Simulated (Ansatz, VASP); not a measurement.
## Li4FeN2 in VASP and in Ansatz

The input INCAR:

```
SYSTEM = Li4FeN2
PREC = Accurate
ENCUT = 520
EDIFF = 1E-7
ISMEAR = -1
SIGMA = 0.05
LREAL = .FALSE.
LASPH = .TRUE.
NELM = 120
ALGO = Normal
ISIF = 2
LWAVE = .FALSE.
LCHARG = .FALSE.
ISPIN = 2
MAGMOM = 3 0 0 0 0 0 0
LORBIT = 11
LMAXMIX = 4
GGA = PE
NBANDS = 28
```

KPOINTS

```
Automatic mesh
0
G
  9 9 9
  0 0 0
```

Contents of POSCAR:

```
Li4FeN2
1.0
   -1.8269938792      3.2042402200      4.1277471745
    1.8269938792     -3.2042402200      4.1277471745
    1.8269938792      3.2042402200     -4.1277471745
Fe N Li
1 2 4
Direct
    0.0000000000      0.0000000000      0.0000000000
    0.2231970000      0.2231970000      0.0000000000
    0.7768030000      0.7768030000      0.0000000000
    0.9174160000      0.2516560000      0.6657600000
    0.0825840000      0.7483440000      0.3342400000
    0.4141040000      0.7483440000      0.6657600000
    0.5858960000      0.2516560000      0.3342400000
```

Contents of input.yaml:

```yaml
crystal:
  lattice:
    - [-1.8269938792, 3.20424022, 4.1277471745]
    - [1.8269938792, -3.20424022, 4.1277471745]
    - [1.8269938792, 3.20424022, -4.1277471745]
  atoms:
    - { symbol: Fe, position: [0.0, 0.0, 0.0], spin: 3.0 }
    - { symbol: "N", position: [0.223197, 0.223197, 0.0] }
    - { symbol: "N", position: [0.776803, 0.776803, 0.0] }
    - { symbol: Li, position: [0.917416, 0.251656, 0.66576] }
    - { symbol: Li, position: [0.082584, 0.748344, 0.33424] }
    - { symbol: Li, position: [0.414104, 0.748344, 0.66576] }
    - { symbol: Li, position: [0.585896, 0.251656, 0.33424] }
hamiltonian:
  xc: pbe
  pseudopotentials: { kind: paw }
magnetization:
  spin_polarized: true
kpoints:
  mp_grid: { grid: [9, 9, 9] }
scf:
  occupations: { method: fermi_dirac, width: 0.05 }
output:
  forces: true
  stress: true
  eigenvalues: true
```

Change from the starting cell: volume scaled by 1.04.

Alike in both runs: task single point; functional PBE; k mesh 9 × 9 × 9; occupations fermi-dirac, width 0.05 eV; collinear spin, ferromagnetic start.

|  | VASP | Ansatz |
| --- | --- | --- |
| version | VASP 6.6.1 | Ansatz 0.2.0 |
| potentials or method | VASP PAW PBE potentials, release 64 (Fe, N, Li_sv) | Ansatz PAW |
| plane-wave cutoff (eV) | 520 | 420 |
| valence electrons in the cell | 30 | 38 |

|  | VASP | Ansatz | Ansatz less VASP |
| --- | --- | --- | --- |
| gap on the k mesh at the Fermi level (eV) | none | none | - |
| rms of the force components (eV/Å) | 0.115 | 0.137 | +0.0226 |
| net moment per atom (μB) | 0.53 | 0.53 | +0.004 |
| size of the moment on the site where the two differ most (μB) | 3.12 | 2.75 | -0.371 |

Site moments also hang on the region over which each program counts them. Atom by atom the forces differ by 0.024 eV/Å (rms over components). A gap of «none» marks a metal or a gap that the smearing closes. The two sets of potentials don't hold the same shells in valence.

Caveats: a cell with one magnetic atom can't hold antiferromagnetic order, which such compounds often take.
